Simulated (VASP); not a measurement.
Consider the following.

```
Te
1.0
    2.26716    -3.92683     0.00000
    2.26716     3.92683     0.00000
    0.00000     0.00000     5.95660
Te
3
Direct
  0.00000   0.26630   0.66667
  0.73370   0.73370   0.00000
  0.26630   0.00000   0.33333
```

Computed with PBE GGA, VASP's PBE PAW potentials (set 64) (plane waves; VASP 6.6.1). Numerical set-up: 530 eV cut-off, 5×5×4 Γ-centred mesh, Gaussian smearing of 0.050 eV, potentials Te.

Tensors are in the Cartesian frame of the cell as typed.

Give the elastic stiffness tensor with the ions relaxed (GPa, in the frame of the cell).

```tsv
	xx	yy	zz	yz	xz	xy
xx	27.4	7.5	19.8	-9.7	0.0	0.0
yy	7.5	27.4	19.8	9.7	0.0	0.0
zz	19.8	19.8	62.2	0.0	0.0	0.0
yz	-9.7	9.7	0.0	28.2	0.0	0.0
xz	0.0	0.0	0.0	0.0	28.2	-9.7
xy	0.0	0.0	0.0	0.0	-9.7	9.9
```

Predict the Hill bulk modulus, Hill shear modulus, Young's modulus, Poisson's ratio.

The Hill bulk modulus is 20.4 GPa and the Hill shear modulus is 13.8 GPa. The Young's modulus is 33.9 GPa and the Poisson's ratio is 0.223.

The compound is Te in the trig structure. It was relaxed first.
